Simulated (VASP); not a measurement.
## Au: relaxation of cell and atoms with LDA

Crystal: Au.

```
Au
1.0
    -1.61981    1.61981    1.61981
     1.61981   -1.61981    1.61981
     1.61981    1.61981   -1.61981
Au
1
Direct
  0.00000 0.00000 0.00000
```

This isn't the form of Au at room conditions, which is fcc.

```json
{
 "Program": "VASP 6.6.1",
 "Task": "relaxation of cell and atoms",
 "Functional": "LDA",
 "Potentials or basis": "VASP PAW LDA potentials, release 64 (Au)",
 "Cutoff": "600 eV",
 "k mesh": "18 × 18 × 18",
 "Occupations": "gaussian, width 0.1 eV",
 "Spin": "no spin polarisation",
 "Further INCAR settings": "ALGO = Normal; EDIFF = 1e-07; IBRION = 2; EDIFFG = -0.005; NSW = 90; ISIF = 3"
}
```

* Relaxed volume: 16.66 Å³/atom
* Relaxed cell: a = 2.787 Å, b = 2.787 Å, c = 2.787 Å, α = 109.47°, β = 109.47°, γ = 109.47°
* Space group after relaxing (to 0.05 Å): Im-3m (No. 229)
* Energy gained by relaxing: 4.2 meV/atom
* Ionic steps: 3
* Pressure after relaxing: 0.0 GPa
* Band gap on the k mesh: none (metal or under the smearing width)

The path:
```csv
step,energy change (eV),largest force (eV/Å),pressure (GPa),volume (Å³)
1,0.0000,0.0000,-3.76,17.00
2,0.0107,0.0000,8.09,16.04
3,-0.0042,0.0000,-0.05,16.66
```

Final structure:
```cif
data_structure
_symmetry_space_group_name_H-M 'P 1'
_symmetry_Int_Tables_number 1
_cell_length_a 2.7866
_cell_length_b 2.7866
_cell_length_c 2.7866
_cell_angle_alpha 109.471
_cell_angle_beta 109.471
_cell_angle_gamma 109.471
_cell_volume 16.66
loop_
_atom_site_label
_atom_site_type_symbol
_atom_site_fract_x
_atom_site_fract_y
_atom_site_fract_z
_atom_site_occupancy
Au1 Au 0.00000 0.00000 0.00000 1
```

Levels at points of the mesh, in eV from the Fermi level:
```csv
k point,band 2,band 3,band 4,band 5,band 6,band 7,band 8,band 9
"(0.00, 0.00, 0.00)",-5.05,-5.05,-5.05,-3.00,-3.00,16.45,16.45,16.45
"(0.50, 0.00, 0.00)",-6.19,-3.16,-2.78,-1.38,-0.80,3.68,12.33,13.97
"(0.50, 0.50, 0.50)",-7.09,-1.79,-1.79,-1.79,6.24,6.24,6.24,9.96
```

Run time: 25 s on 1 thread of Intel(R) Xeon(R) 6975P-C (Granite Rapids), with other jobs on the host, peak memory 0.17 GiB.

The run has no spin-orbit coupling, so splittings on Au are missing.
